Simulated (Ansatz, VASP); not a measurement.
# AlAu (Al-Au stack, (111) layers) in two plane-wave programs, part 2 of 2

One calculation is typed for both programs; each brings its own data sets. How far apart do they land? The cell is taken from a series of runs on this material, whose earlier steps may have relaxed, scaled, displaced or heated it; both programs get it as it stands.

VASP 6.6.1 and Ansatz 0.2.0.

So far: The structure; VASP: zone-centre phonons, PBEsol.

**3. Ansatz: zone-centre phonons, PBEsol**

Level of this step: Ansatz beside VASP: Kohn-Sham DFT, plane waves, PBEsol (Ansatz).

Ansatz runs on its PAW soft_1 files.

The same cell, functional, mesh and smearing now go to Ansatz, which takes its cutoff from its data sets.

The input, input.yaml:

```yaml
crystal:
  lattice:
    - [2.7691401772, 0.0, 0.0]
    - [-1.3845700886, 2.3981457401, 0.0]
    - [0.0, 0.0, 28.511178496]
  atoms:
    - { symbol: Al, position: [0.0, 0.0, 0.1937847816] }
    - { symbol: Au, position: [0.3333333333, 0.6666666667, 0.2746486787] }
  periodic: [true, true, false]
kpoints:
  mp_grid: { grid: [6, 6, 1] }
hamiltonian:
  xc: pbesol
  pseudopotentials: { kind: paw, azcp: { folder: soft_1 }, xc_functional: pbe }
scf:
  occupations: { method: methfessel_paxton, width: 0.2 }
output:
  eigenvalues: true
phonons:
  method: dfpt
  qmesh: [2, 2, 1]
  temperatures: { t_max: 1000, t_step: 50 }
  qpath:
    path:
      - [0.0, 0.0, 0.0]
      - [0.5, 0.0, 0.0]
      - [0.33333333, 0.33333333, 0.0]
      - [0.0, 0.0, 0.0]
    npoints: 10
```

Launch:

```bash
$ ansatz run input.yaml --threads 4 --pin off --max-ram 12288MiB --backend cpu --events-out ev --progress --plain --runs-dir out
```

Numbers of over 12 decimals in the logs are rounded to 6 here.

Log:

```text
Engine: ansatz 0.2.0, aarch64-unknown-linux-gnu
Pseudopotentials: kind: paw
Pseudopotential: Al, paw, valence charge 3, recommended cutoff 420 eV (normal), soft_1/Al.paw.azcp
Pseudopotential: Au, paw, valence charge 19, recommended cutoff 420 eV (normal), soft_1/Au.paw.azcp
Functional definition: PBEsol
  exchange = pbesol_x
  correlation = pbesol_c
Crystal: 2 atoms, lattice volume = 189.337 Å³
Basis set: ecut = 420 eV, 3695 PW (Γ), exchange–correlation on 40×40×384 points (8 copies of the dense FFT grid, shifted against one another)
Bands: 15, of which v1, the nominal top of the filled ones, is band 11 counted from 1 (10 counted from 0)
Symmetry: 6 space group operations
k-points: 7 of 36 (time reversal used)
Non-local potential: Al, projectors of the file, l = 0: 2, l = 1: 2, l = 2: 1
Non-local potential: Au, projectors of the file, l = 0: 3, l = 1: 2, l = 2: 2, l = 3: 1
PAW form: soft (Blöchl's): semilocal exchange-correlation on the pseudo side does not see the compensation charge
PAW frozen core: Al, regenerated for the run's functional, and the local potential with it (the file was generated under x = pbe(κ = 0.804, μ = 0.219515), c = pbe(β = 0.066725))
PAW frozen core: Au, regenerated for the run's functional, and the local potential with it (the file was generated under x = pbe(κ = 0.804, μ = 0.219515), c = pbe(β = 0.066725))
PAW one-centre angular grid: Al, 110 points (default); XC on 64 Gauss nodes
PAW one-centre angular grid: Au, 590 points (default); XC on 64 Gauss nodes
Initial density: superposition of atomic densities (neutral atoms: chi_scale 0, normalization atom)
Initial wavefunctions: pseudopotential atomic-orbital guess
Functional: x = pbesol(κ = 0.804, μ = 0.123457), c = pbesol(β = 0.046)
SCF iter   1: F=—  HF=-13533.887028 eV  |F-HF|=—  |Δ(HF+E_count)|=         —  Δρ=3.85e-2  dr2=1.11e1  ethr=3.10e-3  ⟨swp⟩=13.1  Hψ=1033  notcnv=0
preconditioner: auto → LDOS  [insulator: Δε(μ)=0.245 eV  Ē_g=7.809 eV  σ=0.200 eV  W_gap=0.84  n_scr=16 (ndim 8)  ℏωp=10.1 eV  f_vac=0.752  D(μ)=2.28/eV (n_scr^D=12)  ε∞_Penn≈2.7  β→1.0]
SCF iter   2: F=—  HF=-13533.091560 eV  |F-HF|=—  |Δ(HF+E_count)|=   7.95e-1  S|Δr|=    0.00e0  Δρ=2.03e-2  dr2=2.38e0  ethr=3.10e-3  ⟨swp⟩=3.4  Hψ=344  notcnv=0
SCF iter   3: F=—  HF=-13532.923254 eV  |F-HF|=—  |Δ(HF+E_count)|=   1.68e-1  S|Δr|=    0.00e0  Δρ=1.69e-2  dr2=1.57e0  ethr=3.10e-3  ⟨swp⟩=3.1  Hψ=325  notcnv=0
SCF iter   4: F=—  HF=-13532.747860 eV  |F-HF|=—  |Δ(HF+E_count)|=   1.75e-1  S|Δr|=    0.00e0  Δρ=3.03e-3  dr2=7.23e-2  ethr=3.10e-3  ⟨swp⟩=2.6  Hψ=204  notcnv=0
SCF iter   5: F=—  HF=-13532.740701 eV  |F-HF|=—  |Δ(HF+E_count)|=   7.16e-3  S|Δr|=    0.00e0  Δρ=8.54e-4  dr2=5.73e-3  ethr=3.29e-4  ⟨swp⟩=2.4  Hψ=231  notcnv=0
SCF iter   6: F=—  HF=-13532.741004 eV  |F-HF|=—  |Δ(HF+E_count)|=   3.03e-4  S|Δr|=    0.00e0  Δρ=4.90e-4  dr2=3.25e-4  ethr=2.60e-5  ⟨swp⟩=3.6  Hψ=229  notcnv=0
SCF iter   7: F=—  HF=-13532.741174 eV  |F-HF|=—  |Δ(HF+E_count)|=   1.70e-4  S|Δr|=    0.00e0  Δρ=1.04e-4  dr2=4.42e-5  ethr=1.48e-6  ⟨swp⟩=3.4  Hψ=228  notcnv=0
SCF iter   8: F=—  HF=-13532.741183 eV  |F-HF|=—  |Δ(HF+E_count)|=   9.39e-6  S|Δr|=    0.00e0  Δρ=3.86e-5  dr2=2.61e-6  ethr=2.01e-7  ⟨swp⟩=3.7  Hψ=217  notcnv=0
SCF iter   9: F=—  HF=-13532.741236 eV  |F-HF|=—  |Δ(HF+E_count)|=   5.30e-5  S|Δr|=    0.00e0  Δρ=1.49e-5  dr2=8.95e-7  ethr=1.19e-8  ⟨swp⟩=3.1  Hψ=224  notcnv=0
SCF iter  10: F=—  HF=-13532.741236 eV  |F-HF|=—  |Δ(HF+E_count)|=   3.04e-8  S|Δr|=    0.00e0  Δρ=2.42e-6  dr2=1.88e-8  ethr=4.07e-9  ⟨swp⟩=3.7  Hψ=245  notcnv=0
SCF iter  11: F=—  HF=-13532.741236 eV  |F-HF|=—  |Δ(HF+E_count)|=   1.51e-7  S|Δr|=    0.00e0  Δρ=5.57e-7  dr2=1.48e-9  ethr=8.55e-11  ⟨swp⟩=3.6  Hψ=242  notcnv=0
SCF iter  12: F=—  HF=-13532.741236 eV  |F-HF|=—  |Δ(HF+E_count)|=   1.86e-8  S|Δr|=    0.00e0  Δρ=1.40e-7  dr2=4.70e-11  ethr=6.74e-12  ⟨swp⟩=3.9  Hψ=221  notcnv=0
SCF iter  13: F=-13532.741236 eV  HF=-13532.741236 eV  |F-HF|=3.77e-10  |Δ(HF+E_count)|=   1.17e-9  S|Δr|=    0.00e0  Δρ=2.86e-8  dr2=2.49e-12  ethr=1.00e-12  ⟨swp⟩=15.6  Hψ=901  notcnv=0
SCF 1 converged in 13 iterations: F = -13532.741236 eV  dr2 = 2.49e-12
  greatest PAW one-centre occupation: 1.000 electrons in one spin orbital (limit 2), on the Au atom at site 1 (counted from 0), in its partial waves of l = 0
phonons: the bands overlap, so this run is a metal and interpolates without the dipole-dipole term. If the crystal is really an insulator or semiconductor, its LO-TO splitting is missing
NSCF: frozen V_eff on 7 k-points
WARN: eigensolver did not converge in 4 slots of this pass, the one above among them; of largest residual over every band (k=2): 1 band(s) unlocked (lowest unlocked band 14, counted from 0; max residual 1.63e-3 eV among the unlocked bands, 1.63e-3 eV over every band); of lowest unlocked band (k=0): band 14
NSCF: frozen V_eff on 13 k-points
DFPT response loops at q = (0, 0, 0) (fractional): preconditioner auto → none (partly filled bands, converged f_vac=0.758); β = 0.50; Broyden in place of MSR1
NSCF: frozen V_eff on 26 k-points
DFPT response loops at q = (0, -0.5, 0) (fractional): mixed as the last ones told, above
SCF converged after 13 iterations
Stability not checked: this state was not tested for a lower state beside it, because cold or Methfessel-Paxton smearing, or corrected tetrahedra, fill the levels in a way that the test cannot read (fill_not_monotonic; see scf.lower_state_search)
Free energy (F): -13532.741236 eV
Harris-Foulkes:  -13532.741236 eV  (|F-HF|=3.77e-10)
Internal energy: -13532.726990 eV  (E = F + TS)
E sigma→0 (E₀):  -13532.737675 eV
Entropy (-TS):   -0.014246 eV (-7.123 meV/atom)
Fermi energy:    -4.577546 eV
--- Per-component energies (eV) ---
  E_band       = -728.302223
  E_kinetic    = 599.325731
  E_local      = -42453.399837  (includes V_loc(G=0)·N_el)
  E_nonlocal   = 110.585571
  E_hartree    = 20852.754998
  E_xc         = -250.594686
  E_vxc        = -289.192547  (∫ρ·V_xc dr)
  E_paw        = -10046.618666  (= ΣΔE_a)
  E_vpaw       = -401.132758  (= ΣTr[D̂ρ^β])
  E_aug_tail   = 0.001573  (compensation charges beyond the density's cutoff)
  E_ewald      = 17654.889660
  E_core_change = 0.328666  (= ΣΔE_core)
  E_smearing   = -0.014246  (= −TS)
  E_closure    = -0.000000  (closes the sum)
  Σ components = -13532.741236   (vs F -13532.741236, Δ=0.00e0)
--- Band table (eV; the first three rows and the last of 7) ---
  k-point 0: bands = [... 7 lower, -9.9545, -9.3504, -7.9904, -7.9904, -6.1986, -1.9600 (-1.9601°), -0.3660, 0.3044]
  k-point 1: bands = [... 7 lower, -9.3112, -9.0123, -8.9583, -8.1423, -4.9581, -1.1522 (-1.1523°), 0.3334, 1.0257]
  k-point 2: bands = [... 7 lower, -8.9104, -8.4435, -7.7783, -7.5691, -3.0997, -2.1310, 1.1090, 2.4040]
  k-point 6: bands = [... 7 lower, -9.8108, -9.2855, -5.5046, -5.3500, -3.8432, -1.2873, -0.3178, 0.5440]
  ° read free of the cell's end (the report's vacuum.weakly_bound_levels)
--- Phonons (Γ-DFPT): 4 representative perturbations + reference (Σ response iterations 20) ---
  ASR residual: 4.397e-5 → 0.000e0 eV/Å²; symmetrization residual: 1.364e-5 eV/Å²
  ASR residual per site (eV/Å²): 2.69e-5 4.40e-5
  Γ frequencies (cm⁻¹): 0.00 0.00 0.00 60.26 60.26 184.75
--- Phonons (arbitrary-q DFPT): 2 irreducible q on the 2×2×1 mesh ---
  q = [0.0000, 0.0000, 0.0000] (star 1, of the zone-centre solve; hermiticity 9.16e-6, symmetrization 1.16e-11): -0.00 -0.00 0.00 60.26 60.26 184.75
  q = [0.0000, -0.5000, 0.0000] (star 3, 6 solved perturbations on 13 of 36 k-point pairs; hermiticity 8.91e-7, symmetrization 2.49e-7): -11.51 82.02 93.17 176.34 188.25 323.79
  sum rule: each row above includes the acoustic sum rule's correction from the zone centre's row sums; it moved no ω² by more than (0.52 cm⁻¹)²
  mesh force constants: q→R imaginary residual 8.43e-18; ASR residual 4.397e-5 → 0.000e0 eV/Å²; symmetrization residual 1.066e-14 eV/Å²
  interpolated dispersion: 31 rows × 6 modes
  density of states and harmonic sums: on the 26×26×1 q-mesh, interpolated from the force constants of a 2×2×1 supercell (no non-analytic term)
  largest difference from the sums on the solved wave vectors: F 7.13e-2 eV, S 1.14e-4 and C_V 4.28e-5 eV/K
  zero-point energy: 0.048537 eV/cell   skipped modes (ω ≤ 0): 72, of them read as no rigid motion or as one in doubt: 69 (9.985e-1 modes/cell left out, lowest -29.70 cm⁻¹)   left out of the sums: 1.67e-1 of the cell's modes: C_V's classical limit lies that fraction below 3 k_B per atom; for a crystal, a wire or a layer, F and S can be off by more, and a phonons.interpolated_qmesh denser along its periods is the remedy for the sampling
```

Reading the cycles: dr2 is the Hartree energy of the density residual (eV), the measure of convergence; HF is the Harris–Foulkes estimate of the energy, which meets the free energy F at convergence.

**4. Differences**

Known differences besides the potentials themselves: Ansatz cuts the interaction across the vacuum, VASP repeats the sheet without a dipole correction; VASP's run holds the zone centre alone; the data sets hold 22 valence electrons in Ansatz (on its PAW soft_1 files) and 14 in VASP; the cutoff is 420 eV in Ansatz and 500 eV in VASP; Ansatz makes its cores anew for this functional, VASP keeps those of its PBE data sets. Total energies have different zeros and are not compared.

The two programs side by side:

```csv
quantity,Ansatz,VASP,difference
optical mode 1 to 2 (cm⁻¹),60.3,60.5,-0.41 %
optical mode 3 (cm⁻¹),184.8,185.2,-0.26 %
```

Modes are paired by rising frequency, not by their patterns, so a pair may set unlike modes beside each other; they are those without the splitting of longitudinal modes. Where the cell holds vacuum, a pressure given here is an average over it and none of the material.

**5. Results**

```yaml
r_m_s_difference_of_the_optical_zone_centre_modes_each_program_s_sorted_by_frequency_zone_centre_phonons_pbesol: 0.34 cm⁻¹
```

What this shows: The r.m.s. difference of the optical zone-centre modes, each program's sorted by frequency is 0.34 cm⁻¹ (zone-centre phonons, PBEsol). The data sets hold unlike numbers of valence electrons (22 in Ansatz and 14 in VASP), so part of the differences may come from the potentials. Such differences can come from data sets, numerical settings and the points named under the comparisons, not from the functional's error against experiment.

[Lines on the potential files, build, host, timing and source positions are cut from VASP's logs without a mark.]

[Logs are printed without paths, hosts, clocks, repeated set-up lines and the standing remarks that a program may print on its own settings, such as how far it seeks lower states.]

[Hosts, paths, dates, database ids (printed as entryN), source tags and the programs' standing remarks are cut or masked in the printed files.]
